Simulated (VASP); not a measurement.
An input for Ansatz (written as the equivalent of a VASP run, and not itself run):

Ansatz 0.2 input:
```yaml
crystal:
  lattice:
    - [0.0000000, 2.6268873, 2.6268873]
    - [2.6268873, 0.0000000, 2.6268873]
    - [2.6268873, 2.6268873, 0.0000000]
  atoms:
    - { symbol: Co, position: [0.0000000, 0.0000000, 0.0000000] }
    - { symbol: Si, position: [0.2500000, 0.2500000, 0.2500000] }
    - { symbol: Si, position: [0.7500000, 0.7500000, 0.7500000] }
kpoints:
  mp_grid: { grid: [10, 10, 10] }
hamiltonian:
  xc: r2scan
  dispersion: rvv10
  pseudopotentials: { kind: paw }
scf:
  occupations: { method: methfessel_paxton, width: 0.1 }
  max_iter: 100
output: { forces: true, stress: true, eigenvalues: true }
```

**Question.** Write the VASP files for the same calculation (r2SCAN+rVV10).

**Answer.** One answer among several that fit: 
INCAR:
```
! general
SYSTEM    =  CoSi2
PREC      =  Accurate
ENCUT     =  520
LREAL     =  .FALSE.
LASPH     =  .TRUE.

! electronic loop
EDIFF     =  1E-7
NELM      =  100
ALGO      =  Normal
LMAXMIX   =  4
LMIXTAU   =  .TRUE.

! smearing
ISMEAR    =  1
SIGMA     =  0.1

! functional
METAGGA   =  R2SCAN
LUSE_VDW  =  .TRUE.
BPARAM    =  11.95
CPARAM    =  0.0093

! ions
ISIF      =  2

! output
LWAVE     =  .FALSE.
LCHARG    =  .FALSE.
```

**POSCAR**
```
CoSi2
1
    0.0000000000     2.6268872960     2.6268872960
    2.6268872960     0.0000000000     2.6268872960
    2.6268872960     2.6268872960     0.0000000000
Co Si
1 2
Direct
  0.0000000000   0.0000000000   0.0000000000
  0.2500000000   0.2500000000   0.2500000000
  0.7500000000   0.7500000000   0.7500000000
```

**KPOINTS**
```
Automatic
0
Gamma
 10 10 10
0 0 0
```

POTCAR, in this order: Co Si (PBE.64 set). Program: vasp_std.

What does not carry over: each code has its own PAW files, so the cut-off isn't converted (ENCUT is set for VASP's; basis.ecutwfc is left out, and Ansatz then takes the one that its files recommend); Ansatz stops its SCF on the density residual and VASP on the energy change (EDIFF).

The compound is CoSi2 in the fluorite structure. This cell is one point of a volume scan, at 0.97 of the reference volume.
